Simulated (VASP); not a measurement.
These are PBE GGA, VASP's PBE PAW potentials (set 64) (plane waves; VASP) values and carry that method's errors.

VASP ran on this input.

**KPOINTS**
```
Automatic mesh
0
Gamma
10 10 10
0 0 0
```

**INCAR**
```
ALGO = Normal
EDIFF = 1E-6
EDIFFG = -0.02
ENCUT = 620
GGA = PE
IBRION = 2
ISIF = 3
ISMEAR = 0
LASPH = .True.
LCHARG = .False.
LREAL = .False.
LWAVE = .False.
NELM = 100
NSW = 40
PREC = Accurate
PSTRESS = 100
SIGMA = 0.05
SYSTEM = AlN
```

### POSCAR
```
AlN
1
   -0.0000000000     2.1659167871     2.1659167871
    2.1659167871     0.0000000000     2.1659167871
    2.1659167871     2.1659167871    -0.0000000000
Al N
1 1
Direct
  0.0000000000   0.0000000000   0.0000000000
  0.2500000000   0.2500000000   0.2500000000
```

POTCAR, in this order: Al N (PBE.64 set). Program: vasp_std.

Problem. What will the output report for the number of irreducible k-points (NKPTS), largest plane-wave count, number of space-group operations, FFT grid (NGX, NGY, NGZ)?

Solution. 
The number of irreducible k-points (NKPTS) comes out as 47 and the largest plane-wave count comes out as 728. The number of space-group operations is 24. The FFT grid (NGX, NGY, NGZ) is 28 × 28 × 28.

The compound is AlN in the zinc blende structure, a metastable form; wurtzite is the usual one. It was relaxed first under an external pressure of 10 GPa.
